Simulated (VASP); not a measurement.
Energy against volume of InSb (zinc blende). These are TPSS meta-GGA, VASP's PBE PAW potentials (set 64) (plane waves; VASP) values and carry that method's errors. Settings: 520 eV cut-off, 10×10×10 Γ-centred mesh, first-order Methfessel-Paxton smearing of 0.10 eV, potentials In_d Sb.

```
V (Å³/atom)  E (eV/atom)
-----------  -----------
33.704         -11.49551
34.779         -11.51027
35.855         -11.51563
36.930         -11.51308
```

### Question
Fit these four points and predict the energy of the run at 38.006 Å³/atom.

### Answer
A cubic in V^(−2/3), the third-order Birch-Murnaghan form, passes through the four points with V0 = 36.02 Å³/atom and B0 = 38 GPa, and gives -11.5039 eV/atom there. The run gave -11.5039 eV/atom, -0.1 meV/atom from the fit; all five points give B0 = 38 GPa.

The compound is InSb in the zinc blende structure. It was relaxed first, which changed the volume by +6 %.
